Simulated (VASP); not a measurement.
BN, 4 atoms in the cell. It takes space group P6_3/mmc (No. 194, hexagonal). Conventional cell: a = 2.505 Å, b = 2.505 Å, c = 6.532 Å, α = 90.00°, β = 90.00°, γ = 120.00°. B (site symmetry -6m2) has 3 N at 1.45 Å as nearest neighbours. N (site symmetry -6m2) has 3 B at 1.45 Å as nearest neighbours. 

| Property | Result |
| --- | --- |
| Program | VASP 6.6.1 |
| Task | vibrations by finite differences |
| Functional | PBE |
| Dispersion | D3(BJ) |
| Potentials or basis | VASP PAW PBE potentials, release 64 (B_h, N_h) |
| Cutoff | 900 eV |
| k mesh | 15 × 15 × 6 |
| Occupations | gaussian, width 0.02 eV |
| Spin | no spin polarisation |
| Further INCAR settings | ALGO = Fast; EDIFF = 1e-08; NBANDS = 16; IBRION = 6; POTIM = 0.015; NSW = 1 |

Potentials or basis: VASP PAW PBE potentials, release 64 (B_h, N_h).

The run is started by

```console
$ cat potpaw_PBE.64/B_h/POTCAR potpaw_PBE.64/N_h/POTCAR > POTCAR
$ mpirun -np 4 vasp_std > vasp.out
```

Hardware: 4 MPI ranks on Intel(R) Xeon(R) Platinum 8488C (Sapphire Rapids), on a shared host.

Question: How long does it take, and how much memory?

Answer: It took 9.3 min on 4 MPI ranks on Intel(R) Xeon(R) Platinum 8488C (Sapphire Rapids), on a shared host, peak memory 0.89 GiB a rank. Counts: scf iterations 103, k points 108.
